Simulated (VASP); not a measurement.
Crystal: Ag3WS4.

```
Ag W S
1.0
     5.27850    0.00000    0.00000
     0.00000    5.27850    0.00000
     0.00000    0.00000    5.27850
Ag W S
3 1 4
Cartesian
  2.6393 2.6393 0.0000
  2.6393 0.0000 2.6393
  0.0000 2.6393 2.6393
  0.0000 0.0000 0.0000
  2.6393 2.6393 2.6393
  0.0000 0.0000 2.6393
  0.0000 2.6393 0.0000
  2.6393 0.0000 0.0000
```

The cell was built by a generator and needn't be a form met in nature.

* Program: VASP 6.6.1
* Task: relaxation of cell and atoms
* Functional: PBE
* Potentials or basis: VASP PAW PBE potentials, release 64 (Ag, W_sv, S)
* Cutoff: 600 eV
* k mesh: 4 × 4 × 4
* Occupations: gaussian, width 0.1 eV
* Spin: no spin polarisation

At the start: pressure -4.2 GPa; volume 18.38 Å³/atom.

**Question.** How do energy, volume and symmetry change on relaxing?

**Answer.** Over 3 steps the energy falls by 11.1 meV/atom and the volume is 17.58 Å³/atom (-4.4 %); space group Pm-3m (No. 221, to 0.05 Å).

The path:
| step | energy change (eV) | largest force (eV/Å) | pressure (GPa) | volume (Å³) |
| --- | --- | --- | --- | --- |
| 1 | 0.0000 | 0.0000 | -4.22 | 147.07 |
| 2 | -0.0557 | 0.0000 | 2.97 | 136.99 |
| 3 | -0.0887 | 0.0000 | -0.01 | 140.65 |

Final structure:
```cif
data_structure
_symmetry_space_group_name_H-M 'P 1'
_symmetry_Int_Tables_number 1
_cell_length_a 5.2006
_cell_length_b 5.2006
_cell_length_c 5.2006
_cell_angle_alpha 90.000
_cell_angle_beta 90.000
_cell_angle_gamma 90.000
_cell_volume 140.65
loop_
_atom_site_label
_atom_site_type_symbol
_atom_site_fract_x
_atom_site_fract_y
_atom_site_fract_z
_atom_site_occupancy
Ag1 Ag 0.50000 0.50000 0.00000 1
Ag2 Ag 0.50000 0.00000 0.50000 1
Ag3 Ag 0.00000 0.50000 0.50000 1
W1 W 0.00000 0.00000 0.00000 1
S1 S 0.50000 0.50000 0.50000 1
S2 S 0.00000 0.00000 0.50000 1
S3 S 0.00000 0.50000 0.00000 1
S4 S 0.50000 0.00000 0.00000 1
```
